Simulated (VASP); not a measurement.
The system is CeNiAsO.

```
CELL_PARAMETERS angstrom
4.01454 0.00000 0.00000
0.00000 4.01454 0.00000
0.00000 0.00000 7.90723
ATOMIC_POSITIONS crystal
Ce 0.50000 0.00000 0.15474
Ce 0.00000 0.50000 0.84526
As 0.50000 0.00000 0.64863
As 0.00000 0.50000 0.35137
Ni 0.50000 0.50000 0.50000
Ni 0.00000 0.00000 0.50000
O 0.50000 0.50000 0.00000
O 0.00000 0.00000 0.00000
```

The cell is a database's computed one.

| Quantity | Value |
| --- | --- |
| Program | VASP 6.6.1 |
| Task | relaxation of cell and atoms |
| Functional | revPBE |
| Potentials or basis | VASP PAW PBE potentials, release 64 (Ce, As, Ni, O) |
| Cutoff | 600 eV |
| k mesh | 5 × 5 × 3 |
| Occupations | fermi-dirac, width 0.05 eV |
| Spin | collinear spin, ferromagnetic start |
| Starting moments | [1.0, 1.0, 0.0, 0.0, 1.0, 1.0, 0.0, 0.0] μB |

At the start: pressure 3.5 GPa; volume 15.93 Å³/atom.

Q: How do energy, volume and symmetry change on relaxing?

A: Over 10 steps the energy falls by 7.3 meV/atom and the volume is 16.34 Å³/atom (+2.6 %); space group P4/nmm (No. 129, to 0.05 Å); moment 0.00 μB per cell.

The path:
```tsv
step	energy change (eV)	largest force (eV/Å)	pressure (GPa)	volume (Å³)
1	0.0000	0.5570	3.48	127.44
2	-0.0112	0.5042	-3.15	133.93
3	-0.0438	0.2853	-0.21	130.84
4	-0.0529	0.1183	-0.15	130.88
5	-0.0560	0.0841	-0.01	130.92
6	-0.0577	0.0424	-0.04	130.90
7	-0.0587	0.0255	-0.09	130.86
8	-0.0587	0.0294	-0.07	130.86
9	-0.0587	0.0131	0.14	130.67
10	-0.0588	0.0092	0.06	130.73
```

Final structure:
```xyz
8
Lattice="4.0259 0.0000 0.0000 0.0000 4.0259 0.0000 0.0000 0.0000 8.0659" Properties=species:S:1:pos:R:3 pbc="T T T"
Ce    2.0129    0.0000    1.2268
Ce    0.0000    2.0129    6.8392
As    2.0129    4.0259    5.2763
As    0.0000    2.0129    2.7896
Ni    2.0129    2.0129    4.0330
Ni    0.0000    0.0000    4.0330
O     2.0129    2.0129    8.0659
O     0.0000    0.0000    8.0659
```

Caveat: the magnetic or orbital state may not be the lowest; the PAW data sets were made with another functional, which shifts forces and pressure a little; without U or exact exchange the open f shell lies at the Fermi level, which spoils levels, moments and volumes.
